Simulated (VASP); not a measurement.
Given:

```
SnO
1.0
    3.83074     0.00000     0.00000
    0.00000     3.83074     0.00000
    0.00000     0.00000     4.68213
Sn O
2 2
Direct
  0.50000   0.00000   0.75231
  0.00000   0.50000   0.24769
  0.50000   0.50000   0.00000
  0.00000   0.00000   0.00000
```

All values below come from revTPSS meta-GGA, VASP's PBE PAW potentials (set 64) (plane waves; VASP). Settings: 520 eV cut-off, 7×7×5 Γ-centred mesh, tetrahedra with Blöchl corrections, potentials Sn_d O.

Without a dispersion term in the relaxation, distances and binding between the weakly bound layers, chains or molecules are unreliable, and so is what depends on them.

Task: Give the energies of bands 14 to 23 at the high-symmetry points, in eV from the Fermi level.

Result: 
```
band      Γ      X      M      Z      R      A
----  -----  -----  -----  -----  -----  -----
14    -7.03  -7.51  -9.07  -6.13  -7.68  -8.90
15    -6.29  -4.98  -5.06  -6.13  -5.57  -5.66
16    -6.29  -4.98  -5.06  -3.57  -5.57  -5.66
17    -3.47  -4.84  -2.49  -3.16  -4.78  -2.93
18    -3.14  -4.84  -2.49  -3.16  -4.78  -2.93
19    -3.14  -2.83  -1.92  -2.88  -1.74  -2.49
20    -0.02  -2.83  -1.92  -2.15  -1.74  -2.49
21     2.29   3.47  -0.17   1.76   2.81   2.31
22     4.54   3.47  -0.17   2.77   2.81   2.31
23     4.54   5.92   4.54   2.77   5.32   4.43
```

It has no gap at this level: it comes out as a metal or semimetal.

Measured: gap 0.70 eV (computed value off by -0.70 eV), as given by David Waroquiers et al., Physical Review B (2013), arXiv:1302.6756.

The compound is SnO in the litharge structure. It was relaxed first.
